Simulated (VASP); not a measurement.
# CoSi2 (nc): single point with PBE

The system is CoSi2 (nc).

```
Co Si
1.0
     0.00000    2.67800    2.67800
     2.67800    0.00000    2.67800
     2.67800    2.67800    0.00000
Co Si
1 2
Direct
  0.00000 0.00000 0.00000
  0.25000 0.25000 0.25000
  0.75000 0.75000 0.75000
```

```yaml
Program: VASP 6.6.1
Task: single point
Functional: PBE
Potentials_or_basis: VASP PAW PBE potentials, release 64 (Co, Si)
Cutoff: 520 eV
k_mesh: 6 × 6 × 6
Occupations: gaussian, width 0.1 eV
Spin: no spin polarisation
```

```json
{"Pressure": "0.2 GPa", "Band gap on the k mesh": "none (metal or under the smearing width)"}
```

Levels at points of the mesh, in eV from the Fermi level:
| k point | band 6 | band 7 | band 8 | band 9 | band 10 | band 11 | band 12 | band 13 |
| --- | --- | --- | --- | --- | --- | --- | --- | --- |
| (0.00, 0.00, 0.00) | -2.03 | 0.63 | 3.28 | 3.28 | 3.28 | 3.32 | 3.32 | 3.32 |
| (0.50, 0.00, 0.00) | -1.75 | -1.75 | -0.60 | -0.60 | 2.56 | 3.28 | 3.28 | 4.22 |
| (0.50, 0.50, 0.00) | -2.08 | -2.08 | -2.04 | -1.46 | 1.45 | 2.80 | 8.42 | 9.46 |

Wall time 8.4 s on 1 thread of AMD EPYC 9R45 96-Core Processor (Zen 5), on a shared host, peak memory 0.12 GiB.

Spin polarisation is off, so any magnetic state and its effect on volume and gap are missing.
